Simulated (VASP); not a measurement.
VASP input:

INCAR:
```
LASPH  =  .True.   ! aspherical one-centre terms
NELM  =  100   ! most electronic steps
LWAVE  =  .False.
EDIFF  =  1E-6   ! SCF stop (eV)
LREAL  =  .False.
ISIF  =  3   ! ions, shape and volume
SIGMA  =  0.1
NSW  =  40
IBRION  =  2   ! conjugate gradients
PREC  =  Accurate
ISMEAR  =  1
ENCUT  =  500
PSTRESS  =  300   ! kbar
ALGO  =  Normal
GGA  =  PS   ! PBEsol
SYSTEM  =  Ca
LCHARG  =  .False.
EDIFFG  =  -0.02
```

KPOINTS:
```
kpoints
0
gamma
  14 14 14
0 0 0
```

POSCAR:
```
Ca
1
    0.0000000000     2.3007278879     2.3007278879
    2.3007278879     0.0000000000     2.3007278879
    2.3007278879     2.3007278879     0.0000000000
Ca
1
Direct
  0.0000000000   0.0000000000   0.0000000000
```

POTCAR, in this order: Ca_sv (PBE.64 set). Program: vasp_std.

### Question
Translate this PBEsol calculation to Ansatz.

### Answer
One equivalent input (not run):
Ansatz 0.2 input:
```yaml
crystal:
  lattice:
    - [0.0000000, 2.3007279, 2.3007279]
    - [2.3007279, 0.0000000, 2.3007279]
    - [2.3007279, 2.3007279, 0.0000000]
  atoms:
    - { symbol: Ca, position: [0.0000000, 0.0000000, 0.0000000] }
kpoints:
  mp_grid: { grid: [14, 14, 14] }
hamiltonian:
  xc: pbesol
  pseudopotentials: { kind: paw }
scf:
  occupations: { method: methfessel_paxton, width: 0.1 }
  max_iter: 100
relax:
  max_steps: 40
  f_tol: 0.02
  cell: { p_target: 30 }
output: { forces: true, stress: true, eigenvalues: true }
```
What does not carry over: each code has its own PAW files, so the cut-off isn't converted (ENCUT is set for VASP's; basis.ecutwfc is left out, and Ansatz then takes the one that its files recommend); Ansatz stops its SCF on the density residual and VASP on the energy change (EDIFF).

The compound is Ca in the fcc structure. This run relaxes it under an external pressure of 30 GPa. Symmetry was kept, so distortions that lower it aren't found.
